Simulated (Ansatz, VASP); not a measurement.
# ZnS (Wurtzite-2H): VASP beside Ansatz, part 3 of 3

Aim: how closely do two programs agree when they are given the same cell, functional and k mesh? The cell is taken from a series of runs on this material, whose earlier steps may have relaxed, scaled, displaced or heated it; both programs get it as it stands.

VASP 6.6.1 and Ansatz 0.2.0.

So far: Set-up; VASP: zone-centre phonons, LDA.

## 3. Ansatz: zone-centre phonons, LDA

Level of this step: Ansatz beside VASP: Kohn-Sham DFT, plane waves, LDA (Ansatz).

Ansatz runs on its PAW soft_1 files.

The same cell, functional (in two slightly different forms) and mesh now go to Ansatz, which takes its cutoff from its data sets.

File input.yaml:

```yaml
crystal:
  lattice:
    - [3.7120473593, 0.0, 0.0]
    - [-1.8560236796, 3.2147273132, 0.0]
    - [0.0, 0.0, 6.1049749349]
  atoms:
    - { symbol: S, position: [0.3333333333, 0.6666666667, 0.3792624356] }
    - { symbol: S, position: [0.6666666667, 0.3333333333, 0.8792624356] }
    - { symbol: Zn, position: [0.3333333333, 0.6666666667, 0.0057375644] }
    - { symbol: Zn, position: [0.6666666667, 0.3333333333, 0.5057375644] }
kpoints:
  mp_grid: { grid: [12, 12, 8] }
hamiltonian:
  xc: lda
  pseudopotentials: { kind: paw, azcp: { folder: soft_1 }, xc_functional: pbe }
scf:
  occupations: { method: fixed }
output:
  eigenvalues: true
phonons:
  method: dfpt
  dielectric: true
  rigid_motions: translations
```

Command:

```bash
> ansatz run input.yaml --threads 8 --pin off --max-ram 16384MiB --backend cpu --events-out ev --progress --plain --runs-dir out
```

Numbers of over 12 decimals in the logs are rounded to 6 here.

The program printed:

```text
Engine: ansatz 0.2.0, aarch64-unknown-linux-gnu
Pseudopotentials: kind: paw
Pseudopotential: S, paw, valence charge 6, recommended cutoff 420 eV (normal), soft_1/S.paw.azcp
Pseudopotential: Zn, paw, valence charge 12, recommended cutoff 420 eV (normal), soft_1/Zn.paw.azcp
Functional definition: SPW92
  exchange = slater_x
  correlation = pw_c
Crystal: 4 atoms, lattice volume = 72.852 Å³
Basis set: ecut = 420 eV, 1401 PW (Γ), exchange–correlation on 50×50×96 points (8 copies of the dense FFT grid, shifted against one another)
Bands: 22, of which v1, the nominal top of the filled ones, is band 18 counted from 1 (17 counted from 0)
Symmetry: 12 space group operations
k-points: 320 of 1152 (irreducible under 2 space group operations, time reversal used)
Non-local potential: S, projectors of the file, l = 0: 2, l = 1: 2, l = 2: 1
Non-local potential: Zn, projectors of the file, l = 0: 2, l = 1: 2, l = 2: 3, l = 3: 1
PAW form: soft (Blöchl's): semilocal exchange-correlation on the pseudo side does not see the compensation charge
PAW frozen core: S, regenerated for the run's functional, and the local potential with it (the file was generated under x = pbe(κ = 0.804, μ = 0.219515), c = pbe(β = 0.066725))
PAW frozen core: Zn, regenerated for the run's functional, and the local potential with it (the file was generated under x = pbe(κ = 0.804, μ = 0.219515), c = pbe(β = 0.066725))
PAW one-centre angular grid: S, 110 points (default); XC on 64 Gauss nodes
PAW one-centre angular grid: Zn, 590 points (default); XC on 64 Gauss nodes
Initial density: superposition of atomic densities (chi_scale 0.1, normalization cell, long waves kept (reshape's long-wave potential 0.00 eV rms))
Initial wavefunctions: pseudopotential atomic-orbital guess
Functional: x = slater, c = lda
SCF iter   1: F=—  HF=-8235.076361 eV  |F-HF|=—  |Δ(HF+E_count)|=         —  Δρ=3.83e-2  dr2=6.82e-1  ethr=3.10e-3  ⟨swp⟩=5.0  Hψ=34805  notcnv=0  defer=615
preconditioner: auto → Resta (q_TF=auto, 2.426 Å⁻¹)  ε∞=6.3  [insulator: Δε(μ)=2.540 eV  Ē_g=11.286 eV  n_scr=22 (ndim 8)  ℏωp=26.1 eV  f_vac=0.001  ε∞_Penn≈6.3]
SCF iter   2: F=—  HF=-8234.915144 eV  |F-HF|=—  |Δ(HF+E_count)|=   1.61e-1  Δρ=1.63e-2  dr2=1.56e-1  ethr=1.89e-3  ⟨swp⟩=2.9  Hψ=15173  notcnv=0  defer=634
SCF iter   3: F=—  HF=-8234.882196 eV  |F-HF|=—  |Δ(HF+E_count)|=   3.29e-2  Δρ=1.05e-2  dr2=5.32e-2  ethr=4.33e-4  ⟨swp⟩=2.0  Hψ=12821  notcnv=0  defer=631
SCF iter   4: F=—  HF=-8234.864003 eV  |F-HF|=—  |Δ(HF+E_count)|=   1.82e-2  Δρ=3.05e-3  dr2=4.35e-3  ethr=1.48e-4  ⟨swp⟩=2.0  Hψ=15367  notcnv=0  defer=635
SCF iter   5: F=—  HF=-8234.864191 eV  |F-HF|=—  |Δ(HF+E_count)|=   1.88e-4  Δρ=5.08e-4  dr2=2.00e-4  ethr=1.21e-5  ⟨swp⟩=2.1  Hψ=12170  notcnv=0  defer=637
SCF iter   6: F=—  HF=-8234.864259 eV  |F-HF|=—  |Δ(HF+E_count)|=   6.78e-5  Δρ=2.38e-4  dr2=3.55e-5  ethr=5.56e-7  ⟨swp⟩=2.9  Hψ=12435  notcnv=0  defer=620
SCF iter   7: F=—  HF=-8234.864268 eV  |F-HF|=—  |Δ(HF+E_count)|=   8.97e-6  Δρ=6.05e-5  dr2=1.20e-6  ethr=9.86e-8  ⟨swp⟩=2.7  Hψ=12795  notcnv=0  defer=4
SCF iter   8: F=—  HF=-8234.864268 eV  |F-HF|=—  |Δ(HF+E_count)|=   1.48e-7  Δρ=1.62e-5  dr2=1.15e-7  ethr=3.32e-9  ⟨swp⟩=2.5  Hψ=12718  notcnv=0  defer=3
SCF iter   9: F=—  HF=-8234.864268 eV  |F-HF|=—  |Δ(HF+E_count)|=   2.53e-8  Δρ=1.56e-6  dr2=2.26e-9  ethr=3.20e-10  ⟨swp⟩=2.1  Hψ=12411  notcnv=0  defer=3
SCF iter  10: F=-8234.864268 eV  HF=-8234.864268 eV  |F-HF|=5.46e-12  |Δ(HF+E_count)|=  2.89e-10  Δρ=2.21e-7  dr2=4.03e-11  ethr=1.00e-12  ⟨swp⟩=8.4  Hψ=58874  notcnv=0
SCF 1 converged in 10 iterations: F = -8234.864268 eV  dr2 = 4.03e-11
  greatest PAW one-centre occupation: 0.983 electrons in one spin orbital (limit 2), on the Zn atom at site 2 (counted from 0), in its partial waves of l = 2
DFPT response loops at Γ: preconditioner auto → Resta (q_TF=auto, 2.426 Å⁻¹)  ε∞=5.1 (no band partly filled); β = 1.00, the filter's whole step (`scf.mixing.beta` (0.50) is not read by the response loops at its default; to damp them type it under 1.00, their step now; it binds the ground state too); Broyden in place of MSR1
── the response to a field inside a basis, on 12×12×8 k-points: an SCF that follows is theirs, and a resumed run solves both again ──
Bands: 19, of which v1, the nominal top of the filled ones, is band 18 counted from 1 (17 counted from 0)
k-points: 168 of 1152 (irreducible under 4 space group operations, time reversal used)
Initial density: handed on by an earlier stage of this run
Initial wavefunctions: pseudopotential atomic-orbital guess (no wavefunctions were taken with the density)
Eigensolver: Dense (168 Hₖ)
SCF iter   1: F=—  HF=-8234.861213 eV  |F-HF|=—  |Δ(HF+E_count)|=         —  Δρ=1.46e-4  dr2=2.19e-6  ethr=1.00e-1
preconditioner: auto → Resta (q_TF=auto, 2.426 Å⁻¹)  ε∞=8.1  [insulator: Δε(μ)=2.520 eV  Ē_g=9.823 eV  n_scr=22 (ndim 8)  ℏωp=26.1 eV  f_vac=0.023  ε∞_Penn≈8.1]
SCF iter   2: F=—  HF=-8234.861214 eV  |F-HF|=—  |Δ(HF+E_count)|=   1.02e-6  Δρ=1.05e-4  dr2=2.54e-6  ethr=6.09e-9
SCF iter   3: F=—  HF=-8234.861214 eV  |F-HF|=—  |Δ(HF+E_count)|=   2.37e-7  Δρ=2.87e-5  dr2=9.29e-8  ethr=6.09e-9
SCF iter   4: F=-8234.861214 eV  HF=-8234.861214 eV  |F-HF|=1.04e-8  |Δ(HF+E_count)|=   1.23e-7  Δρ=4.55e-6  dr2=3.62e-9  ethr=2.58e-10
SCF 1 converged in 4 iterations: F = -8234.861214 eV  dr2 = 3.62e-9
  greatest PAW one-centre occupation: 0.983 electrons in one spin orbital (limit 2), on the Zn atom at site 3 (counted from 0), in its partial waves of l = 2
DFPT response loops at Γ: preconditioner auto → Resta (q_TF=auto, 2.426 Å⁻¹)  ε∞=4.9 (no band partly filled); β = 1.00, the filter's whole step (`scf.mixing.beta` (0.50) is not read by the response loops at its default; to damp them type it under 1.00, their step now; it binds the ground state too); Broyden in place of MSR1
SCF converged after 10 iterations
Free energy (F): -8234.864268 eV
Harris-Foulkes:  -8234.864268 eV  (|F-HF|=5.46e-12)
Internal energy: -8234.864268 eV  (E = F + TS)
E sigma→0 (E₀):  -8234.864268 eV
Fermi energy:    6.599698 eV
--- Per-component energies (eV) ---
  E_band       = 24.115210
  E_kinetic    = 513.188985
  E_local      = -4446.349767  (includes V_loc(G=0)·N_el)
  E_nonlocal   = 1714.810580
  E_hartree    = 1689.695764
  E_xc         = -334.333187
  E_vxc        = -272.272219  (∫ρ·V_xc dr)
  E_paw        = -4803.839212  (= ΣΔE_a)
  E_vpaw       = -864.653498  (= ΣTr[D̂ρ^β])
  E_aug_tail   = -0.000501  (compensation charges beyond the density's cutoff)
  E_ewald      = -2571.457612
  E_core_change = 3.420682  (= ΣΔE_core)
  E_smearing   = -0.000000  (= −TS)
  E_closure    = 0.000000  (closes the sum)
  Σ components = -8234.864268   (vs F -8234.864268, Δ=0.00e0)
--- Band table (eV; the first three rows and the last of 320) ---
  k-point 0: bands = [... 14 lower, 5.5780, 6.4872, 6.5997, 6.5997, 8.8766, 9.6305, 12.6721, 12.6721]
  k-point 1: bands = [... 14 lower, 5.6133, 6.1024, 6.5564, 6.5564, 9.2118, 9.6710, 12.6950, 12.6950]
  k-point 2: bands = [... 14 lower, 5.7150, 5.7150, 6.4354, 6.4354, 9.7888, 9.8086, 12.6256, 12.7735]
  k-point 319: bands = [... 14 lower, 3.6872, 3.6872, 4.9099, 4.9099, 10.9334, 10.9334, 12.8229, 12.8229]
--- Phonons (Γ-DFPT): 4 representative perturbations + reference, on 320 of 1152 k-points (Σ response iterations 12) ---
  k mesh reduced under 2 symmetry operations, with k and −k counted as one. Each operation leaves every solved perturbation unchanged. A smaller set is not considered because the run solves the response to a homogeneous field
  ASR residual: 1.366e-4 → 0.000e0 eV/Å²; symmetrization residual: 1.035e-5 eV/Å²
  ASR residual per site (eV/Å²): 1.37e-4 1.37e-4 6.08e-5 6.08e-5
  Γ frequencies (cm⁻¹): 0.00 0.00 0.00 68.34 68.34 203.68 300.31 303.47 303.47 310.00 310.00 359.27
  ε∞ (high-frequency dielectric tensor):
        6.058519    -0.000000    -0.000000
       -0.000000     6.058519     0.000000
       -0.000000     0.000000     6.197753
  ε⁰ (static dielectric tensor: ions relaxed, cell fixed):
        8.273559    -0.000000    -0.000000
       -0.000000     8.273559    -0.000000
       -0.000000    -0.000000     8.739223
  ε⁰ − ε∞ (ionic part):
        2.215040     0.000000    -0.000000
        0.000000     2.215040    -0.000000
       -0.000000    -0.000000     2.541471
  softest optical mode at Γ: 68.34 cm⁻¹; the repairs (sum rule, projections) moved no ω² at Γ by more than (1.49 cm⁻¹)²
  Born effective charges Z* (e; rows j = field, columns β = displacement):
    site 0:
        -1.80233    0.00000    0.00000
         0.00000   -1.80233   -0.00000
         0.00000   -0.00000   -1.91046
    site 1:
        -1.80233    0.00000    0.00000
         0.00000   -1.80233   -0.00000
         0.00000   -0.00000   -1.91046
    site 2:
         1.80233   -0.00000   -0.00000
        -0.00000    1.80233    0.00000
        -0.00000    0.00000    1.91046
    site 3:
         1.80233   -0.00000   -0.00000
        -0.00000    1.80233    0.00000
        -0.00000    0.00000    1.91046
  Z* charge neutrality: 7.030e-4 e pre-enforcement
  solved inside a basis spanned on kpoints, on 12×12×8 k-points, its susceptibility summed on 16×16×8: ε∞ is read to err by 1.9e-2, Z* by 1.3e-2 e (field_mesh: kpoints solves on kpoints); Z* is corrected for what the basis lacks
  optical modes at Γ without the LO–TO term, one row a degenerate level:
      ω (cm⁻¹)  modes    IR ((D/Å)²/amu)
         68.34      2             0.0000
        203.68      1             0.0000
        300.31      1             7.8288
[...]
optical modes at Γ + LO–TO along q̂ = [1.0000, 0.0000, 0.0000]:
      ω (cm⁻¹)  modes    IR ((D/Å)²/amu)
[...]
optical modes at Γ + LO–TO along q̂ = [0.0000, 1.0000, 0.0000]:
      ω (cm⁻¹)  modes    IR ((D/Å)²/amu)
[...]
354.63      1             6.9677
        359.27      1             0.0000
  optical modes at Γ + LO–TO along q̂ = [0.0000, 0.0000, 1.0000]:
      ω (cm⁻¹)  modes    IR ((D/Å)²/amu)
         68.34      2             0.0000
        203.68      1             0.0000
        303.47      2            13.9355
        310.00      2             0.0000
        356.60      1             7.8288
        359.27      1             0.0000
```

## 4. Side by side

Known differences besides the potentials themselves: fixed occupations in Ansatz, narrow Gaussian smearing in VASP; VASP's response is taken on the typed mesh, Ansatz refines its own for the field response alone; the cutoff is 420 eV in Ansatz and 500 eV in VASP; VASP's log shows a relativistic correction to its local exchange, Ansatz's none. Total energies have different zeros and are not compared.

Compared:

| quantity | Ansatz | VASP | difference |
| --- | --- | --- | --- |
| ε∞ xx | 6.06 | 6.01 | +0.86 % |
| ε∞ yy | 6.06 | 6.01 | +0.86 % |
| ε∞ zz | 6.20 | 6.14 | +0.93 % |
| Born charge of S1 (mean of the diagonal) (e) | -1.84 | -1.85 | +0.01 |
| Born charge of Zn3 (mean of the diagonal) (e) | 1.84 | 1.85 | -0.01 |
| optical mode 1 to 2 (cm⁻¹) | 68.3 | 67.7 | +0.96 % |
| optical mode 3 (cm⁻¹) | 203.7 | 204.2 | -0.26 % |
| optical mode 4 (cm⁻¹) | 300.3 | 301.9 | -0.52 % |
| optical mode 5 to 6 (cm⁻¹) | 303.5 | 304.7 | -0.41 % |
| optical mode 7 to 8 (cm⁻¹) | 310.0 | 311.2 | -0.37 % |
| optical mode 9 (cm⁻¹) | 359.3 | 360.5 | -0.33 % |

Modes are paired by rising frequency, not by their patterns, so a pair may set unlike modes beside each other; they are those without the splitting of longitudinal modes.

## 5. What came out

- r.m.s. difference of the optical zone-centre modes, each program's sorted by frequency (zone-centre phonons, LDA): 1.1 cm⁻¹
- difference in optical mode 1 to 2 (zone-centre phonons, LDA): +1.0 %

**Reading.** The r.m.s. difference of the optical zone-centre modes, each program's sorted by frequency is 1.1 cm⁻¹ (zone-centre phonons, LDA). Among the rows given in per cent, the largest difference of the zone-centre phonons, LDA pair is in optical mode 1 to 2, +1.0 %. How closely two codes agree says nothing of how well the functional describes the real material.

[Lines on the potential files, build, host, timing and source positions are cut from VASP's logs without a mark.]

[Logs are printed without paths, hosts, clocks, repeated set-up lines and the standing remarks that a program may print on its own settings, such as how far it seeks lower states.]

[Hosts, paths, dates, database ids (printed as entryN), source tags and the programs' standing remarks are cut or masked in the printed files.]
